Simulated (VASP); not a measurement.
Input of a VASP 6.6.1 run:

The input INCAR:

```
ALGO = Fast ; EDIFF = 1E-6
ENCUT = 520 ; ISIF = 2
ISMEAR = 0 ; LASPH = True
LCHARG = True ; LELF = True
LREAL = False ; LVHAR = True
LWAVE = False ; NBANDS = 26
NELM = 100 ; PREC = Accurate
SIGMA = 0.02
```

KPOINTS

```
k-points
0
Gamma
  8 6 8
```

The input POSCAR:

```
GaP
1.0
    3.7788344675      0.0000000000      0.0000000000
    0.0000000000      5.3440789539      0.0000000000
    0.0000000000      0.0000000000      3.8526986552
Ga P
2 2
Direct
    0.0000000000      0.0000000000      0.0000000000
    0.5000000000      0.5000000000      0.5000000000
    0.0000000000      0.2500000000      0.5000000000
    0.5000000000      0.7500000000      0.0000000000
```

Potentials or basis: VASP PAW LDA potentials, release 64 (Ga_d, P).

Run with:

```console
$ cat potpaw_LDA.64/Ga_d/POTCAR potpaw_LDA.64/P/POTCAR > POTCAR
$ mpirun -np 1 vasp_std > vasp.out
```

Estimate the pressure.

0.9 GPa.

What does it give for the band gap on the k mesh?

1.26 eV.

What does it give for the largest force?

0.163 eV/Å.

Forces in eV/Å, atoms in the order of the input:
```
Ga   0.000  0.163  0.000
Ga   0.000  0.163  0.000
P    0.000 -0.163  0.000
P    0.000 -0.163  0.000
```

A k mesh can miss the band edges.
